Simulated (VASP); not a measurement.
VASP input:

POSCAR:
```
Ti
2.9107980
  0.4999999838  -0.8660253951   0.0000000000
  0.4999999838   0.8660253951   0.0000000000
  0.0000000000   0.0000000000   1.5853860633
Ti
2
direct
  0.3333330000   0.6666670000   0.2500000000
  0.6666670000   0.3333330000   0.7500000000
```

File KPOINTS:
```
Automatic mesh
0
Gamma
16 16 9
0 0 0
```

### INCAR
```
NELM = 100   ! most electronic steps
PARAM2 = 1.0
LUSE_VDW = .True.
LASPH = .True.   ! aspherical one-centre terms
LMAXMIX = 4   ! l cut-off of mixed one-centre charges
LCHARG = .True.
EDIFF = 1E-7
AGGAC = 0.0
LREAL = .False.
SYSTEM = Ti
ALGO = Normal   ! blocked Davidson
LWAVE = .False.
ISIF = 2   ! forces and stress, cell fixed
GGA = MK
LORBIT = 11
ISMEAR = -5   ! tetrahedra, Bloechl
PREC = Accurate
ENCUT = 520   ! plane-wave cut-off (eV)
PARAM1 = 0.1234
NEDOS = 601   ! DOS grid
```

POTCAR, in this order: Ti_sv (PBE.64 set). Program: vasp_std.

Write an equivalent input for Quantum ESPRESSO's pw.x.

One equivalent input (not run):
```
&CONTROL
  calculation = 'scf'
  pseudo_dir = './pseudo'
  outdir = './out'
  tprnfor = .true.
  tstress = .true.
/
&SYSTEM
  ibrav = 0
  nat = 2
  ntyp = 1
  ecutwfc = 84
  occupations = 'tetrahedra'
  input_dft = 'vdw-df-ob86'
/
&ELECTRONS
  conv_thr = 7.3e-09
  electron_maxstep = 100
/
ATOMIC_SPECIES
  Ti 47.867 Ti.upf
CELL_PARAMETERS angstrom
     1.4553990   -2.5208250    0.0000000
     1.4553990    2.5208250    0.0000000
     0.0000000    0.0000000    4.6147386
ATOMIC_POSITIONS crystal
  Ti   0.3333330  0.6666670  0.2500000
  Ti   0.6666670  0.3333330  0.7500000
K_POINTS automatic
  16 16 9 0 0 0
```
What does not carry over: the potentials are each code's own (VASP's PAW set, PseudoDojo norm-conserving files in pw.x), so ENCUT and ecutwfc are chosen apart and not converted; conv_thr bounds pw.x's estimated SCF error, while EDIFF bounds the energy change between steps.

The compound is Ti in the hcp structure. It was relaxed first.
